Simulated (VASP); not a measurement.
OSZICAR of a VASP run on Cl (relaxed from the hcp structure, space group P6_3/mmc):

File OSZICAR:
```
...
DAV:   1    -0.256385771639E+01   -0.12398E-01   -0.10592E+00   834   0.809E+00    0.861E-01
DAV:   2    -0.255755215247E+01    0.63056E-02   -0.24788E-02   915   0.135E+00    0.353E-01
DAV:   3    -0.255463704063E+01    0.29151E-02   -0.64873E-03   924   0.534E-01    0.815E-02
DAV:   4    -0.255467252776E+01   -0.35487E-04   -0.23117E-04   900   0.134E-01    0.572E-02
DAV:   5    -0.255468298095E+01   -0.10453E-04   -0.87024E-06   978   0.288E-02    0.488E-03
DAV:   6    -0.255468294861E+01    0.32340E-07   -0.14317E-07   510   0.369E-03
  13 F= -.25546829E+01 E0= -.25526924E+01  d E =-.897268E-02
       N       E                     dE             d eps       ncg     rms          rms(c)
DAV:   1    -0.256263761706E+01   -0.79546E-02   -0.27844E-02   825   0.133E+00    0.186E-01
DAV:   2    -0.256184158529E+01    0.79603E-03   -0.13001E-03   867   0.282E-01    0.748E-02
DAV:   3    -0.256164233619E+01    0.19925E-03   -0.67669E-04   861   0.186E-01    0.854E-02
DAV:   4    -0.256164450989E+01   -0.21737E-05   -0.89979E-06   944   0.256E-02    0.104E-01
DAV:   5    -0.256163945507E+01    0.50548E-05   -0.21063E-06   798   0.118E-02    0.246E-02
DAV:   6    -0.256163876560E+01    0.68947E-06   -0.13722E-07   465   0.325E-03
  14 F= -.25616388E+01 E0= -.25596162E+01  d E =-.695582E-02
       N       E                     dE             d eps       ncg     rms          rms(c)
DAV:   1    -0.259035308514E+01   -0.28714E-01   -0.24943E-01   807   0.396E+00    0.553E-01
DAV:   2    -0.258319465413E+01    0.71584E-02   -0.11693E-02   867   0.841E-01    0.222E-01
DAV:   3    -0.258140381614E+01    0.17908E-02   -0.60752E-03   843   0.554E-01    0.258E-01
DAV:   4    -0.258141672430E+01   -0.12908E-04   -0.81032E-05   947   0.765E-02    0.318E-01
DAV:   5    -0.258140190975E+01    0.14815E-04   -0.19674E-05   906   0.365E-02    0.723E-02
DAV:   6    -0.258140004660E+01    0.18632E-05   -0.11278E-06   501   0.936E-03    0.334E-02
DAV:   7    -0.258139966426E+01    0.38234E-06   -0.31488E-07   438   0.563E-03
  15 F= -.25813997E+01 E0= -.25793454E+01  d E =-.267167E-01
       N       E                     dE             d eps       ncg     rms          rms(c)
DAV:   1    -0.265176205278E+01   -0.70362E-01   -0.98213E-01   807   0.782E+00    0.110E+00
DAV:   2    -0.262320488601E+01    0.28557E-01   -0.46487E-02   870   0.167E+00    0.439E-01
DAV:   3    -0.261611396587E+01    0.70909E-02   -0.24168E-02   843   0.110E+00    0.510E-01
DAV:   4    -0.261615990255E+01   -0.45937E-04   -0.32081E-04   944   0.152E-01    0.633E-01
DAV:   5    -0.261612874086E+01    0.31162E-04   -0.82020E-05   900   0.747E-02    0.143E-01
DAV:   6    -0.261612563173E+01    0.31091E-05   -0.45549E-06   882   0.181E-02    0.681E-02
DAV:   7    -0.261612508761E+01    0.54412E-06   -0.64368E-07   444   0.814E-03
  16 F= -.26161251E+01 E0= -.26141304E+01  d E =-.614421E-01
       N       E                     dE             d eps       ncg     rms          rms(c)
DAV:   1    -0.280852663146E+01   -0.19240E+00   -0.38092E+00   801   0.152E+01    0.217E+00
DAV:   2    -0.269548756016E+01    0.11304E+00   -0.18310E-01   870   0.328E+00    0.862E-01
DAV:   3    -0.266765440116E+01    0.27833E-01   -0.96114E-02   828   0.218E+00    0.100E+00
DAV:   4    -0.266783486435E+01   -0.18046E-03   -0.12441E-03   964   0.298E-01    0.124E+00
DAV:   5    -0.266774078826E+01    0.94076E-04   -0.37296E-04   885   0.156E-01    0.292E-01
DAV:   6    -0.266773778793E+01    0.30003E-05   -0.18264E-05   903   0.362E-02    0.143E-01
DAV:   7    -0.266773763059E+01    0.15734E-06   -0.35713E-06   847   0.182E-02
  17 F= -.26677376E+01 E0= -.26662664E+01  d E =-.113055E+00
       N       E                     dE             d eps       ncg     rms          rms(c)
DAV:   1    -0.325047585414E+01   -0.58274E+00   -0.14316E+01   792   0.289E+01    0.416E+00
DAV:   2    -0.281057941887E+01    0.43990E+00   -0.70682E-01   870   0.635E+00    0.167E+00
DAV:   3    -0.270459636018E+01    0.10598E+00   -0.37489E-01   825   0.425E+00    0.198E+00
DAV:   4    -0.270534529635E+01   -0.74894E-03   -0.46750E-03   972   0.573E-01    0.243E+00
DAV:   5    -0.270497926016E+01    0.36604E-03   -0.17524E-03   873   0.329E-01    0.564E-01
DAV:   6    -0.270499224523E+01   -0.12985E-04   -0.62780E-05   943   0.672E-02    0.291E-01
DAV:   7    -0.270499900752E+01   -0.67623E-05   -0.16549E-05   843   0.390E-02    0.631E-02
DAV:   8    -0.270499677389E+01    0.22336E-05   -0.40295E-06   909   0.143E-02    0.279E-02
DAV:   9    -0.270499681432E+01   -0.40435E-07   -0.38633E-07   525   0.739E-03
  18 F= -.27049968E+01 E0= -.27037705E+01  d E =-.150314E+00
       N       E                     dE             d eps       ncg     rms          rms(c)
DAV:   1    -0.270583064357E+01   -0.83387E-03   -0.20810E-02   798   0.113E+00    0.162E-01
DAV:   2    -0.270519492154E+01    0.63572E-03   -0.10043E-03   858   0.240E-01    0.626E-02
DAV:   3    -0.270504326196E+01    0.15166E-03   -0.51701E-04   819   0.158E-01    0.649E-02
DAV:   4    -0.270504335135E+01   -0.89397E-07   -0.55948E-06   954   0.203E-02
  19 F= -.27050434E+01 E0= -.27038452E+01  d E =-.150360E+00
       N       E                     dE             d eps       ncg     rms          rms(c)
DAV:   1    -0.270860456532E+01   -0.35613E-02   -0.96745E-02   807   0.242E+00    0.248E-01
DAV:   2    -0.270782068606E+01    0.78388E-03   -0.21359E-03   915   0.387E-01    0.116E-01
DAV:   3    -0.270752195835E+01    0.29873E-03   -0.91810E-04   885   0.193E-01    0.369E-02
DAV:   4    -0.270752248764E+01   -0.52929E-06   -0.23152E-05   891   0.433E-02    0.245E-02
DAV:   5    -0.270752362767E+01   -0.11400E-05   -0.16582E-06   643   0.117E-02    0.215E-03
DAV:   6    -0.270752358986E+01    0.37808E-07   -0.18360E-07   423   0.347E-03
  20 F= -.27075236E+01 E0= -.27062391E+01  d E =-.248024E-02
       N       E                     dE             d eps       ncg     rms          rms(c)
DAV:   1    -0.272079063537E+01   -0.13267E-01   -0.74303E-01   813   0.670E+00    0.659E-01
DAV:   2    -0.271472665439E+01    0.60640E-02   -0.16402E-02   903   0.107E+00    0.309E-01
DAV:   3    -0.271243542078E+01    0.22912E-02   -0.69702E-03   891   0.533E-01    0.112E-01
DAV:   4    -0.271244200101E+01   -0.65802E-05   -0.17747E-04   885   0.120E-01    0.763E-02
DAV:   5    -0.271245383633E+01   -0.11835E-04   -0.14974E-05   927   0.336E-02    0.713E-03
DAV:   6    -0.271245374149E+01    0.94845E-07   -0.64887E-07   570   0.614E-03
  21 F= -.27124537E+01 E0= -.27110552E+01  d E =-.741039E-02
       N       E                     dE             d eps       ncg     rms          rms(c)
DAV:   1    -0.274950308177E+01   -0.37049E-01   -0.29831E+00   810   0.134E+01    0.137E+00
DAV:   2    -0.272309277272E+01    0.26410E-01   -0.67520E-02   906   0.216E+00    0.647E-01
DAV:   3    -0.271354964410E+01    0.95431E-02   -0.29040E-02   900   0.110E+00    0.233E-01
DAV:   4    -0.271355606675E+01   -0.64227E-05   -0.71835E-04   885   0.244E-01    0.186E-01
DAV:   5    -0.271359873610E+01   -0.42669E-04   -0.63949E-05   905   0.671E-02    0.359E-02
DAV:   6    -0.271359454137E+01    0.41947E-05   -0.29176E-05   909   0.360E-02    0.244E-02
DAV:   7    -0.271359516919E+01   -0.62782E-06   -0.24594E-06   665   0.136E-02
  22 F= -.27135952E+01 E0= -.27117332E+01  d E =-.855182E-02
       N       E                     dE             d eps       ncg     rms          rms(c)
DAV:   1    -0.271977315462E+01   -0.61786E-02   -0.42399E-01   813   0.506E+00    0.532E-01
DAV:   2    -0.271585234832E+01    0.39208E-02   -0.95049E-03   906   0.810E-01    0.243E-01
DAV:   3    -0.271443978344E+01    0.14126E-02   -0.39812E-03   897   0.402E-01    0.782E-02
DAV:   4    -0.271445112467E+01   -0.11341E-04   -0.11702E-04   879   0.952E-02    0.451E-02
DAV:   5    -0.271445835351E+01   -0.72288E-05   -0.76269E-06   978   0.242E-02    0.422E-03
DAV:   6    -0.271445846058E+01   -0.10707E-06   -0.18192E-07   507   0.359E-03
  23 F= -.27144585E+01 E0= -.27127804E+01  d E =-.941511E-02
       N       E                     dE             d eps       ncg     rms          rms(c)
DAV:   1    -0.271453404772E+01   -0.75694E-04   -0.56443E-03   810   0.583E-01    0.608E-02
DAV:   2    -0.271448321387E+01    0.50834E-04   -0.12675E-04   915   0.937E-02    0.277E-02
DAV:   3    -0.271446412202E+01    0.19092E-04   -0.51833E-05   897   0.460E-02    0.912E-03
DAV:   4    -0.271446441032E+01   -0.28830E-06   -0.13727E-06   567   0.107E-02
  24 F= -.27144644E+01 E0= -.27128107E+01  d E =-.942106E-02
       N       E                     dE             d eps       ncg     rms          rms(c)
DAV:   1    -0.271557195196E+01   -0.11078E-02   -0.22328E-02   798   0.118E+00    0.177E-01
DAV:   2    -0.271481858438E+01    0.75337E-03   -0.11692E-03   825   0.257E-01    0.671E-02
DAV:   3    -0.271464691352E+01    0.17167E-03   -0.57443E-04   819   0.167E-01    0.720E-02
DAV:   4    -0.271464673113E+01    0.18239E-06   -0.59221E-06   951   0.209E-02
  25 F= -.27146467E+01 E0= -.27130205E+01  d E =-.182321E-03
       N       E                     dE             d eps       ncg     rms          rms(c)
DAV:   1    -0.271580462130E+01   -0.11577E-02   -0.26877E-02   792   0.129E+00    0.186E-01
DAV:   2    -0.271490105147E+01    0.90357E-03   -0.14024E-03   828   0.281E-01    0.754E-02
DAV:   3    -0.271469553738E+01    0.20551E-03   -0.69261E-04   819   0.183E-01    0.846E-02
DAV:   4    -0.271469524013E+01    0.29725E-06   -0.71842E-06   959   0.230E-02
  26 F= -.27146952E+01 E0= -.27130986E+01  d E =-.230830E-03
```

### Question
Which electronic solver shows in the log?

### Answer
It is blocked Davidson (ALGO = Normal, or the opening steps of other solvers). The INCAR had ALGO = Normal.

### Question
Can the final energy be trusted as converged?

### Answer
The calculation finished and met its thresholds. It stopped with EDIFF = 1E-6, NELM = 100, NSW = 60 and EDIFFG = -0.01 after 26 ionic steps (PBEsol GGA, plane waves, VASP's PBE PAW potentials (set 64)). Energy and stress use the plane-wave basis of the starting cell.

The structure was generated: Cl was put into the hcp type (P6_3/mmc), which need not be its known phase. This run relaxes it. Symmetry was kept, so distortions that lower it aren't found. The k-mesh is coarse (spacing up to 0.33 per Å, 2π included), so the numbers may not be converged in it.
